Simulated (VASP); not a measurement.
# HfBBr2 (P-3m1) in VASP: reference runs

Aim: a first look at HfBBr2 with PBE, on the cell as given and on a disturbed one.

All numbers are computed with VASP 6.6.1; they aren't measurements. Logs are shortened: lines on timing, memory, paths and dates and some standing lists are left out, and cuts for length are marked.

## 1. Starting point

It takes space group P-3m1 (No. 164, trigonal). The conventional cell has a = 4.843 Å, b = 4.843 Å, c = 4.627 Å, α = 90.00°, β = 90.00°, γ = 120.00°. Around Hf (site symmetry -3m) lie 2 B at 2.31 Å. B (site symmetry -3m) has 2 Hf at 2.31 Å as nearest neighbours. Br (site symmetry 3m) has 3 Hf at 2.92 Å and 3 B at 3.17 Å and 3 Br at 3.25 Å as nearest neighbours.

The cell was built by a generator and needn't be a form met in nature.

## 2. Single point, PBE

The input, INCAR:

```
SYSTEM = HfBBr2
PREC = Accurate
ENCUT = 520
EDIFF = 1E-7
ISMEAR = -1
SIGMA = 0.05
LREAL = .False.
LASPH = .True.
NELM = 80
ALGO = Normal
ISIF = 2
LWAVE = .False.
LCHARG = .False.
GGA = PE
NBANDS = 22
```

The input, KPOINTS:

```
regular mesh
0
Gamma
  6 6 6
  0 0 0
```

The input, POSCAR:

```
HfBBr2
1.0
    4.8430300000      0.0000000000      0.0000000000
   -2.4215200000      4.1941900000      0.0000000000
    0.0000000000      0.0000000000      4.6271300000
Hf B Br
1 1 2
Direct
    0.0000000000      0.0000000000      0.5000000000
    0.0000000000      0.0000000000      0.0000000000
    0.3333300000      0.6666700000      0.6794100000
    0.6666700000      0.3333300000      0.3205900000
```

Potentials or basis: VASP PAW PBE potentials, release 64 (Hf_pv, B, Br).

Command:

```bash
> cat potpaw_PBE.64/Hf_pv/POTCAR potpaw_PBE.64/B/POTCAR potpaw_PBE.64/Br/POTCAR > POTCAR
> mpirun -np 1 vasp_std > vasp.out
```

OUTCAR:

```text
SYSTEM = HfBBr2
   PREC = Accurate
   ENCUT = 520
   EDIFF = 1E-7
   ISMEAR = -1
   LREAL = .False.
   LASPH = .True.
   NELM = 80
   ISIF = 2
   GGA = PE

 ion  position               nearest neighbor table
   1  0.000  0.000  0.500-   2 2.31   2 2.31   4 2.92   3 2.92   4 2.92   3 2.92   4 2.92   3 2.92

   2  0.000  0.000  0.000-   1 2.31   1 2.31
   3  0.333  0.667  0.679-   1 2.92   1 2.92   1 2.92
   4  0.667  0.333  0.321-   1 2.92   1 2.92   1 2.92

  LATTYP: Found a hexagonal cell.
 ALAT       =     4.8430300000
 C/A-ratio  =     0.9554204702

  Lattice vectors:

 A1 = (   4.8430300000,   0.0000000000,   0.0000000000)
 A2 = (  -2.4215200000,   4.1941900000,   0.0000000000)
 A3 = (   0.0000000000,   0.0000000000,   4.6271300000)

Analysis of symmetry for initial positions (statically):
=====================================================================
 Subroutine PRICEL returns:
 Original cell was already a primitive cell.

 Routine SETGRP: Setting up the symmetry group for a
 hexagonal supercell.

 Subroutine GETGRP returns: Found  4 space group operations
 (whereof  4 operations were pure point group operations)
 out of a pool of 24 trial point group operations.

The static configuration has the point symmetry C_2h.

Analysis of symmetry for dynamics (positions and initial velocities):
=====================================================================
 Subroutine PRICEL returns:
 Original cell was already a primitive cell.

 Routine SETGRP: Setting up the symmetry group for a
 hexagonal supercell.

 Subroutine GETGRP returns: Found  4 space group operations
 (whereof  4 operations were pure point group operations)
 out of a pool of 24 trial point group operations.

The dynamic configuration has the point symmetry C_2h.

 Subroutine INISYM returns: Found  4 space group operations
 (whereof  4 operations are pure point group operations),
 and found     1 'primitive' translations

----------------------------------------------------------------------------------------

                                     Primitive cell

  volume of cell :      93.9890

  direct lattice vectors                    reciprocal lattice vectors
     4.843030000  0.000000000  0.000000000     0.206482305  0.119212776  0.000000000
    -2.421520000  4.194190000  0.000000000     0.000000000  0.238425059  0.000000000
     0.000000000  0.000000000  4.627130000     0.000000000  0.000000000  0.216116686

  length of vectors
     4.843030000  4.843035088  4.627130000     0.238425310  0.238425059  0.216116686

  position of ions in fractional coordinates (direct lattice)
     0.000000000  0.000000000  0.500000000
     0.000000000  0.000000000  0.000000000
     0.333330000  0.666670000  0.679410000
     0.666670000  0.333330000  0.320590000

  ion indices of the primitive-cell ions
   primitive index   ion index
                 1           1
                 2           2
                 3           3
                 4           4

----------------------------------------------------------------------------------------

 KPOINTS: regular mesh

Automatic generation of k-mesh.
 Grid dimensions read from file:
 generate k-points for:    6    6    6

 Generating k-lattice:

  Cartesian coordinates                     Fractional coordinates (reciprocal lattice)
     0.034413718  0.019868796  0.000000000     0.166666667 -0.000000000  0.000000000
     0.000000000  0.039737510  0.000000000     0.000000000  0.166666667  0.000000000
     0.000000000  0.000000000  0.036019448     0.000000000  0.000000000  0.166666667

  Length of vectors
     0.039737552  0.039737510  0.036019448

  Shift w.r.t. Gamma in fractional coordinates (k-lattice)
     0.000000000  0.000000000  0.000000000

 Subroutine IBZKPT returns following result:
 ===========================================

 Found     68 irreducible k-points:

 Following reciprocal coordinates:
            Coordinates               Weight
  0.000000  0.000000  0.000000      1.000000
  0.166667 -0.000000  0.000000      4.000000
 -0.166667  0.166667  0.000000      2.000000
  0.333333 -0.000000  0.000000      4.000000
 -0.333333  0.333333  0.000000      2.000000
  0.500000 -0.000000  0.000000      2.000000
[... 16 lines left out ...]
  0.500000 -0.000000  0.166667      4.000000
  0.500000  0.500000  0.166667      2.000000
 [... further k-points ...]
   k-points           NKPTS =     68   k-points in BZ     NKDIM =     68   number of bands    NBANDS=     22
   number of dos      NEDOS =    301   number of ions     NIONS =      4
   total plane-waves  NPLWV =  46656
   dimension x,y,z NGX =    36 NGY =   36 NGZ =   36
   dimension x,y,z NGXF=    72 NGYF=   72 NGZF=   72
   ions per type =               1   1   2
   NGX,Y,Z   is equivalent  to a cutoff of  12.36, 12.36, 12.93 a.u.
   NGXF,Y,Z  is equivalent  to a cutoff of  24.72, 24.72, 25.87 a.u.
 SYSTEM =  HfBBr2
   PREC   = accura    normal or accurate (medium, high low for compatibility)
   ISTART =      0    job   : 0-new  1-cont  2-samecut
   ICHARG =      2    charge: 1-file 2-atom 10-const
   ISPIN  =      1    spin polarized calculation?
   LNONCOLLINEAR =      F non collinear calculations
   LSORBIT =      F    spin-orbit coupling
   LASPH  =      T    aspherical Exc in radial PAW
   ENCUT  =  520.0 eV  38.22 Ry    6.18 a.u.   9.00  9.00  8.60*2*pi/ulx,y,z
   NELM   =     80;   NELMIN=  2; NELMDL= -5     # of ELM steps
   EDIFF  = 0.1E-06   stopping-criterion for ELM
   LREAL  =      F    real-space projection
   EDIFFG = 0.1E-05   stopping-criterion for IOM
   NSW    =      0    number of steps for IOM
   IBRION =     -1    ionic relax: 0-MD 1-quasi-New 2-CG
   NFREE  =      0    steps in history (QN), initial steepest desc. (CG)
   ISIF   =      2    stress and relaxation
   ISYM   =      2    0-nonsym 1-usesym 2-fastsym
   POTIM  = 0.5000    time-step for ionic-motion
   TEBEG  =    0.0;   TEEND  =   0.0 temperature during run
   PSTRESS=    0.0 pullay stress
   NELECT =      27.0000    total number of electrons
   NUPDOWN=      -1.0000    fix difference up-down
   EMIN   =  10.00;   EMAX   =-10.00  energy-range for DOS
   EFERMI =   0.00;   METHOD = LEGACY
   ISMEAR =    -1;   SIGMA  =   0.05  broadening in eV -4-tet -1-fermi 0-gaus
   EFERMI_NEDOS =   21; number of points for ismear=-14 and -15
   IALGO  =     38    algorithm
   IMIX   =      4    mixing-type and parameters
     AMIX     =   0.40;   BMIX     =  1.00
     AMIX_MAG =   1.60;   BMIX_MAG =  1.00
  volume/ion in A,a.u.               =      23.50       158.57
  Fermi-wavevector in a.u.,A,eV,Ry     =   1.080199  2.041280 15.875684  1.166830
  Thomas-Fermi vector in A             =   2.216184
   LORBIT       =      0    0 simple, 1 ext, 2 COOP (PROOUT), +10 PAW based schemes
   GGA     = PE    functional components
   LHFCALC =     F    Hartree Fock is set to
   AEXX    =    0.0000 exact exchange contribution
   IVDW    =     0    specifies the selected vdW correction
   LEPSILON=     F    determine dielectric tensor
   LRPA    =     F    only Hartree local field effects (RPA)
 non-spin polarized calculation
  energy-cutoff  :      520.00
  volume of cell :       93.99
 maximum number of plane-waves:      2562
   NGX = 17   NGY = 17   NGZ = 17

 number of electron      27.0000004 magnetization

 Free energy of the ion-electron system (eV)
  ---------------------------------------------------
  ext. energy  EPLUGINS =         0.00000000
  ---------------------------------------------------
  free energy    TOTEN  =       -18.89545972 eV

  energy without entropy =      -18.85504549  energy(sigma->0) =      -18.87525261

 E-fermi :   3.5139     XC(G=0):  -9.3209

 val. band max:        3.5127708049   @ k =   0.3333  -0.0000   0.1667
 cond. band min:       3.5225589102   @ k =   0.5000  -0.0000   0.1667
 fundamental gap:      0.0097881053
 Fermi energy:         3.5138509876

 k-point     1 :       0.0000    0.0000    0.0000
  band No.  band energies     occupation
      1     -28.2503      2.00000
      2     -28.2503      2.00000
      3     -27.8175      2.00000
      4     -13.3705      2.00000
      5     -12.0576      2.00000
      6      -3.1716      2.00000
[... 14 lines left out ...]
     21       9.1638      0.00000
     22      10.1669      0.00000

 k-point     2 :       0.1667   -0.0000    0.0000
  band No.  band energies     occupation
      1     -28.2531      2.00000
      2     -28.2508      2.00000
      3     -27.8172      2.00000
      4     -13.2693      2.00000
      5     -12.1459      2.00000
      6      -3.2515      2.00000
[... 14 lines left out ...]
     21       9.0011      0.00000
     22       9.5326      0.00000

 k-point     3 :      -0.1667    0.1667    0.0000
  band No.  band energies     occupation
      1     -28.2531      2.00000
      2     -28.2508      2.00000
      3     -27.8172      2.00000
      4     -13.2693      2.00000
      5     -12.1459      2.00000
      6      -3.2515      2.00000
[... 14 lines left out ...]
     21       9.0011      0.00000
     22       9.5326      0.00000

 k-point     4 :       0.3333   -0.0000    0.0000
  band No.  band energies     occupation
      1     -28.2586      2.00000
      2     -28.2519      2.00000
      3     -27.8166      2.00000
      4     -13.0197      2.00000
      5     -12.3588      2.00000
      6      -3.6737      2.00000
[... 14 lines left out ...]
     21       9.2091      0.00000
     22       9.8769      0.00000

 k-point     5 :      -0.3333    0.3333    0.0000
  band No.  band energies     occupation
      1     -28.2586      2.00000
      2     -28.2519      2.00000
      3     -27.8166      2.00000
      4     -13.0197      2.00000
      5     -12.3588      2.00000
      6      -3.6738      2.00000
[... 417 lines left out ...]
 k-point    22 :       0.3333   -0.3333    0.1667
  band No.  band energies     occupation
      1     -28.2584      2.00000
      2     -28.2517      2.00000
      3     -27.8171      2.00000
      4     -12.9972      2.00000
      5     -12.3674      2.00000
      6      -3.4309      2.00000
[... 14 lines left out ...]
     21       9.5708      0.00000
     22      10.4480      0.00000

 k-point    23 :       0.5000   -0.0000    0.1667
  band No.  band energies     occupation
      1     -28.2611      2.00000
      2     -28.2522      2.00000
      3     -27.8168      2.00000
      4     -12.7946      2.00000
      5     -12.5440      2.00000
      6      -3.7853      2.00000
[... 14 lines left out ...]
     21      10.2567      0.00000
     22      10.4509      0.00000

 k-point    24 :       0.5000    0.5000    0.1667
  band No.  band energies     occupation
      1     -28.2611      2.00000
      2     -28.2522      2.00000
      3     -27.8168      2.00000
      4     -12.7947      2.00000
      5     -12.5440      2.00000
      6      -3.7854      2.00000
[... 14 lines left out ...]
     21      10.2567      0.00000
     22      10.4509      0.00000

 [... further k-points ...]

------------------------ aborting loop because EDIFF is reached ----------------------------------------

  FORCE on cell =-STRESS in cart. coord.  units (eV):
  Direction    XX          YY          ZZ          XY          YZ          ZX
  --------------------------------------------------------------------------------------
  -------------------------------------------------------------------------------------
  Total       -0.3083572     -0.3081762     -0.2736578      0.0001575     -0.0001628      0.0002820
  in kB       -5.2563918     -5.2533068     -4.6648901      0.0026844     -0.0027757      0.0048069
  external PRESSURE =      -5.0581962 kB  Pullay stress =       0.0000000 kB

 VOLUME and BASIS-vectors are now :
 -----------------------------------------------------------------------------
  energy-cutoff  :      520.00
  volume of cell :       93.99
      direct lattice vectors                 reciprocal lattice vectors
     4.843030000  0.000000000  0.000000000     0.206482305  0.119212776  0.000000000
    -2.421520000  4.194190000  0.000000000     0.000000000  0.238425059  0.000000000
     0.000000000  0.000000000  4.627130000     0.000000000  0.000000000  0.216116686

 POSITION                                       TOTAL-FORCE (eV/Angst)
 -----------------------------------------------------------------------------------
      0.00000      0.00000      2.31357         0.000000      0.000000      0.000000
      0.00000      0.00000      0.00000         0.000000      0.000000      0.000000
     -0.00003      2.79614      3.14372         0.000133     -0.000077     -0.021809
      2.42154      1.39805      1.48341        -0.000133      0.000077      0.021809
 -----------------------------------------------------------------------------------
    total drift:                                0.000000      0.000000      0.000000

  FREE ENERGIE OF THE ION-ELECTRON SYSTEM (eV)
  ---------------------------------------------------
  free  energy   TOTEN  =       -18.8954597173 eV

  energy  without entropy=      -18.8550454932  energy(sigma->0) =      -18.87525261
```

It took 96 s on 1 thread of Intel Xeon Platinum 8488C (Sapphire Rapids), shared host; peak memory 0.29 GiB.

Results:

- Free energy: -18.8955 eV
- Pressure: -0.5 GPa
- Largest force: 0.022 eV/Å
- Band gap on the k mesh: none (metal or under the smearing width)

Forces on the atoms (eV/Å):
```
Hf   0.000  0.000  0.000
B    0.000  0.000  0.000
Br   0.000  0.000 -0.022
Br   0.000  0.000  0.022
```

Levels at points of the mesh, in eV from the Fermi level:
| k point | band 12 | band 13 | band 14 | band 15 | band 16 | band 17 |
| --- | --- | --- | --- | --- | --- | --- |
| (0.00, 0.00, 0.00) | -3.16 | 0.89 | 0.89 | 0.89 | 1.38 | 1.38 |
| (0.50, 0.00, 0.00) | -3.05 | 0.65 | 0.83 | 1.07 | 1.36 | 1.57 |
| (0.50, 0.50, 0.00) | -3.05 | 0.65 | 0.83 | 1.07 | 1.36 | 1.57 |
| (0.00, 0.00, 0.50) | -2.88 | -2.68 | -1.15 | -1.15 | 2.96 | 3.73 |
| (0.50, 0.00, 0.50) | -2.29 | -2.22 | -0.26 | -0.25 | 1.70 | 2.49 |
| (0.50, 0.50, 0.50) | -2.29 | -2.22 | -0.26 | -0.25 | 1.70 | 2.49 |

Caveat: an odd number of electrons without spin polarisation forces a metal; a magnetic or distorted state may lie lower. The run has no spin-orbit coupling, so splittings on Hf are missing.

## 3. Single point, PBE (atoms moved at random, drawn with an rms of 0.05 Å)

The input, INCAR:

```
PREC = Accurate ; ENCUT = 520
EDIFF = 1E-7 ; ISMEAR = -1
SIGMA = 0.05 ; LREAL = F
LASPH = T ; NELM = 100
ALGO = Normal ; ISIF = 2
LWAVE = F ; LCHARG = T
GGA = PE ; LELF = T
LVHAR = T ; NBANDS = 22
```

The input, KPOINTS:

```
regular mesh
0
Gamma
  6 6 6
```

The input, POSCAR:

```
HfBBr2
1.0
    4.8430300000      0.0000000000      0.0000000000
   -2.4215200000      4.1941900000      0.0000000000
    0.0000000000      0.0000000000      4.6271300000
Hf B Br
1 1 2
Direct
    0.0095710000      0.0022310000      0.4973430000
    0.0071110000      0.0117240000     -0.0057010000
    0.3333340000      0.6705250000      0.6777030000
    0.6609490000      0.3288740000      0.3230940000
```

Potentials or basis: VASP PAW PBE potentials, release 64 (Hf_pv, B, Br).

Command:

```bash
> cat potpaw_PBE.64/Hf_pv/POTCAR potpaw_PBE.64/B/POTCAR potpaw_PBE.64/Br/POTCAR > POTCAR
> mpirun -np 1 vasp_std > vasp.out
```

Wall time 2.5 min (1 thread of Intel Xeon Platinum 8488C (Sapphire Rapids), shared host); peak memory 0.37 GiB.

Results (log left out):

```
Free energy            : -18.8933 eV
Pressure               : -0.3 GPa
Largest force          : 0.283 eV/Å
Band gap on the k mesh : none (metal or under the smearing width)
```

Forces in eV/Å, atoms in the order of the input:
```
Hf   0.036 -0.202 -0.157
B   -0.182  0.105  0.190
Br   0.047 -0.058 -0.003
Br   0.099  0.154 -0.030
```

Stress tensor (GPa, compression positive):
```
-0.44 -0.02 -0.10
-0.02 -0.14 -0.34
-0.10 -0.34 -0.39
```

Levels at points of the mesh, in eV from the Fermi level:
| k point | band 12 | band 13 | band 14 | band 15 | band 16 | band 17 |
| --- | --- | --- | --- | --- | --- | --- |
| (0.00, 0.00, 0.00) | -3.19 | 0.75 | 0.88 | 1.07 | 1.36 | 1.41 |
| (0.50, 0.00, 0.00) | -3.08 | 0.68 | 0.81 | 1.05 | 1.36 | 1.49 |
| (0.00, 0.50, 0.00) | -3.03 | 0.62 | 0.84 | 1.08 | 1.38 | 1.53 |
| (0.50, 0.50, 0.00) | -3.07 | 0.59 | 0.90 | 1.05 | 1.36 | 1.49 |
| (0.00, 0.00, 0.50) | -2.87 | -2.68 | -1.15 | -1.14 | 2.96 | 3.71 |
| (0.50, 0.00, 0.50) | -2.30 | -2.22 | -0.26 | -0.22 | 1.74 | 2.46 |
| (0.00, 0.50, 0.50) | -2.29 | -2.19 | -0.27 | -0.26 | 1.67 | 2.59 |
| (0.50, 0.50, 0.50) | -2.31 | -2.22 | -0.27 | -0.22 | 1.72 | 2.49 |

Caveat: an odd number of electrons without spin polarisation forces a metal; a magnetic or distorted state may lie lower. Spin-orbit coupling is left out, which matters for the levels of Hf.
